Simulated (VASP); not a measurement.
The system is Zr3PdSe4.

```xyz
8
Lattice="6.1985 0.0000 0.0000 0.0000 6.1985 0.0000 0.0000 0.0000 6.1985" Properties=species:S:1:pos:R:3 pbc="T T T"
Zr    0.0000    0.0000    3.0992
Zr    0.0000    3.0992    0.0000
Zr    3.0992    0.0000    0.0000
Pd    0.0000    0.0000    0.0000
Se    1.2858    1.2858    1.2858
Se    1.2858    4.9127    4.9127
Se    4.9127    1.2858    4.9127
Se    4.9127    4.9127    1.2858
```

The cell was built by a generator and needn't be a form met in nature.

```yaml
Program: VASP 6.6.1
Task: relaxation of cell and atoms
Functional: PBE
Potentials_or_basis: VASP PAW PBE potentials, release 64 (Zr_sv, Pd, Se)
Cutoff: 520 eV
k_mesh: 3 × 3 × 3
Occupations: gaussian, width 0.15 eV
Spin: no spin polarisation
```

At the start: pressure 12.2 GPa; volume 29.77 Å³/atom.

Task: How do energy, volume and symmetry change on relaxing?

Result: Over 22 steps the energy falls by 586.4 meV/atom and the volume is 23.75 Å³/atom (-20.2 %); space group P-43m (No. 215, to 0.05 Å).

The path:
```tsv
step	energy change (eV)	largest force (eV/Å)	pressure (GPa)	volume (Å³)
1	0.0000	5.7043	12.19	238.15
2	-0.1293	0.9820	-9.84	325.08
3	-2.4705	1.0990	-3.42	275.33
4	-2.4808	1.2466	-2.91	273.17
5	-2.4815	1.3298	-2.61	272.00
6	-3.0252	1.2229	-1.50	257.43
7	-3.7896	1.3890	4.40	216.87
8	-4.0839	0.8441	2.07	217.37
9	-4.2852	0.2047	-1.12	218.13
10	-4.2979	0.0545	-1.94	218.35
11	-4.3534	0.0610	-1.50	213.95
12	-4.4832	0.3385	0.27	201.10
13	-4.4665	0.2316	6.20	176.97
14	-4.5397	0.5574	1.63	194.05
15	-4.5823	0.5851	3.70	185.38
16	-4.5962	0.4907	3.67	184.20
17	-4.6010	0.3115	3.89	182.38
18	-4.6020	0.3709	3.96	182.90
19	-4.6228	0.3171	3.36	183.76
20	-4.6684	0.1726	1.93	186.33
21	-4.6876	0.0918	-0.76	191.56
22	-4.6916	0.0154	-0.03	190.02
```

Final structure:
```xyz
8
Lattice="5.7491 0.0000 0.0000 0.0000 5.7491 0.0000 0.0000 0.0000 5.7491" Properties=species:S:1:pos:R:3 pbc="T T T"
Zr    0.0000    0.0000    2.8745
Zr    0.0000    2.8745    0.0000
Zr    2.8745    0.0000    0.0000
Pd    0.0000    0.0000    0.0000
Se    1.6956    1.6956    1.6956
Se    1.6956    4.0534    4.0534
Se    4.0534    1.6956    4.0534
Se    4.0534    4.0534    1.6956
```

Caveat: the volume moved by over 15 % at a fixed basis, so the end points are rough.
